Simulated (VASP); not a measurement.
A convergence study with VASP on AgI (zinc blende): one setting is varied, all else stays as given below, so the limit is that of these other settings.

```
CELL_PARAMETERS angstrom
      0.00000     3.25000     3.25000
      3.25000     0.00000     3.25000
      3.25000     3.25000     0.00000
ATOMIC_POSITIONS crystal
  Ag 0.00000 0.00000 0.00000
  I  0.25000 0.25000 0.25000
```

Level of theory: PBE GGA, VASP's PBE PAW potentials (set 64) (plane waves; VASP 6.6.1). The tightest run used: 550 eV cut-off, 16×16×16 Γ-centred mesh, Gaussian smearing of 0.050 eV, potentials Ag I.

```tsv
setting	E (eV/atom)	pressure (GPa)	irreducible k-points
1×1×1 mesh	1.8771	33.28	1
2×2×2 mesh	-2.0724	4.57	3
3×3×3 mesh	-2.3368	2.31	4
```

Question: These are the cheaper rows. Estimate the results at 16×16×16 mesh, and how far the last row shown lies from them.

Answer: 
| quantity | tightest run | last row shown is off by |
|---|---|---|
| E (eV/atom) | -2.3857 | 0.0489 |
| pressure (GPa) | 1.70 | 0.62 |

Left out are rungs that failed or repeat a setting and relaxations that didn't move; long series are thinned to 24 rows.

The compound is AgI in the zinc blende structure, whereas wurtzite is the usual form. The cell was not relaxed at this level.
